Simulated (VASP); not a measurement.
Computed with LDA (Ceperley-Alder, Perdew-Zunger), VASP's LDA PAW potentials (set 64) (plane waves; VASP).

Input for VASP

### INCAR
```
SYSTEM = TiSi2
PREC = Accurate
ENCUT = 300
EDIFF = 1E-6
NELM = 100
ALGO = Normal
LREAL = .FALSE.
LASPH = .TRUE.
ISMEAR = 0
SIGMA = 0.1
LMAXMIX = 4
LWAVE = .FALSE.
LCHARG = .FALSE.
ISIF = 2
```

File POSCAR:
```
TiSi2
1
    1.7737540000    -6.7924000000     0.0000000000
    1.7737540000     6.7924000000     0.0000000000
    0.0000000000     0.0000000000     3.5826390000
Ti Si
2 4
Direct
  0.8968800000   0.1031200000   0.7500000000
  0.1031200000   0.8968800000   0.2500000000
  0.5582500000   0.4417500000   0.7500000000
  0.4417500000   0.5582500000   0.2500000000
  0.2496900000   0.7503100000   0.7500000000
  0.7503100000   0.2496900000   0.2500000000
```

File KPOINTS:
```
Regular mesh
0
Gamma
1 1 1
0 0 0
```

POTCAR, in this order: Ti_sv Si (LDA.64 set). Program: vasp_std.

Output

### OSZICAR
```
       N       E                     dE             d eps       ncg     rms          rms(c)
DAV:   1     0.303414574400E+03    0.30341E+03   -0.14556E+04    48   0.116E+03
DAV:   2     0.111015467481E+02   -0.29231E+03   -0.29023E+03    48   0.375E+02
DAV:   3    -0.351229265772E+02   -0.46224E+02   -0.46143E+02    88   0.120E+02
DAV:   4    -0.373270909931E+02   -0.22042E+01   -0.22021E+01    64   0.267E+01
DAV:   5    -0.374586947250E+02   -0.13160E+00   -0.13160E+00    80   0.566E+00    0.200E+01
DAV:   6    -0.361106264891E+02    0.13481E+01   -0.91598E+01    72   0.507E+01    0.133E+01
DAV:   7    -0.331222983043E+02    0.29883E+01   -0.41361E+01    56   0.353E+01    0.875E+00
DAV:   8    -0.328375487662E+02    0.28475E+00   -0.79059E+00    72   0.110E+01    0.490E+00
DAV:   9    -0.326183841643E+02    0.21916E+00   -0.23215E-01    72   0.292E+00    0.190E+00
DAV:  10    -0.326123378356E+02    0.60463E-02   -0.52129E-01    64   0.187E+00    0.142E+00
DAV:  11    -0.326199714195E+02   -0.76336E-02   -0.53250E-01    64   0.184E+00    0.177E+00
DAV:  12    -0.326001260949E+02    0.19845E-01   -0.23786E-02    64   0.101E+00    0.193E-01
DAV:  13    -0.326004865750E+02   -0.36048E-03   -0.21582E-03    72   0.220E-01    0.164E-01
DAV:  14    -0.326004198927E+02    0.66682E-04   -0.32472E-04    56   0.640E-02    0.107E-01
DAV:  15    -0.326003674245E+02    0.52468E-04   -0.10745E-04    64   0.509E-02    0.788E-02
DAV:  16    -0.326003302943E+02    0.37130E-04   -0.11300E-04    64   0.637E-02    0.138E-02
DAV:  17    -0.326003285440E+02    0.17502E-05   -0.25166E-05    64   0.227E-02    0.360E-03
DAV:  18    -0.326003285845E+02   -0.40495E-07   -0.72114E-07    48   0.587E-03
   1 F= -.32600329E+02 E0= -.32541017E+02  d E =-.118622E+00
```

OUTCAR:
```
------------------------ aborting loop because EDIFF is reached ----------------------------------------
  FORCE on cell =-STRESS in cart. coord.  units (eV):
  Direction    XX          YY          ZZ          XY          YZ          ZX
  --------------------------------------------------------------------------------------
  Total        4.5549399     -2.9106717     17.2054850      0.0000000      0.0000000      0.0000000
  in kB       84.5363604    -54.0199420    319.3212467      0.0000000      0.0000000      0.0000000
  external PRESSURE =     116.6125550 kB  Pullay stress =       0.0000000 kB
  volume of cell :       86.33
      direct lattice vectors                 reciprocal lattice vectors
     1.773754000 -6.792400000  0.000000000     0.281888018 -0.073611684  0.000000000
     1.773754000  6.792400000  0.000000000     0.281888018  0.073611684  0.000000000
     0.000000000  0.000000000  3.582639000     0.000000000  0.000000000  0.279123853
 POSITION                                       TOTAL-FORCE (eV/Angst)
 -----------------------------------------------------------------------------------
      1.77375     -5.39154      2.68698         0.000000     -1.568585     -0.000000
      1.77375      5.39154      0.89566         0.000000      1.568585      0.000000
      1.77375     -0.79131      2.68698         0.000000      4.040102      0.000000
      1.77375      0.79131      0.89566         0.000000     -4.040102      0.000000
      1.77375      3.40041      2.68698         0.000000      0.359502     -0.000000
      1.77375     -3.40041      0.89566         0.000000     -0.359502      0.000000
 -----------------------------------------------------------------------------------
    total drift:                               -0.000000     -0.000000     -0.000000
  FREE ENERGIE OF THE ION-ELECTRON SYSTEM (eV)
  ---------------------------------------------------
  free  energy   TOTEN  =       -32.6003285845 eV

  energy  without entropy=      -32.4817062199  energy(sigma->0) =      -32.54101740
```
(Selected blocks of OUTCAR.)

File OUTCAR:
```
 val. band max:       11.1749222539   @ k =   0.0000   0.0000   0.0000

 cond. band min:      11.1884409840   @ k =   0.0000   0.0000   0.0000


 Fermi energy:        11.1800588111

 k-point     1 :       0.0000    0.0000    0.0000
  band No.  band energies     occupation
      1     -45.2830      2.00000
      2     -45.2736      2.00000
      3     -22.2609      2.00000
      4     -22.1752      2.00000
      5     -22.0392      2.00000
      6     -22.0132      2.00000
      7     -21.8122      2.00000
      8     -21.7991      2.00000
      9      -2.6697      2.00000
     10      -0.2744      2.00000
     11       1.6568      2.00000
     12       7.0851      2.00000
     13       7.1730      2.00000
     14       7.3645      2.00000
     15       7.7827      2.00000
     16       8.0386      2.00000
     17       8.2831      2.00000
     18       8.4394      2.00000
     19       8.5668      2.00000
     20      11.1749      1.05791
     21      11.1884      0.90564
     22      11.3280      0.03645
     23      11.5113      0.00000
     24      11.5430      0.00000
```

At this cut-off the stress carries a Pulay error, which pulls relaxed volumes low.

The structure comes from a computed database's TiSi2 entry; how it stands against other phases isn't given here. The cell was not relaxed at this level. The k-mesh is coarse (spacing up to 1.83 per Å, 2π included), so the numbers may not be converged in it. The run is one of a series of settings (KPOINTS 1×1×1 Γ-centred mesh against the base run), some of them coarse on purpose.
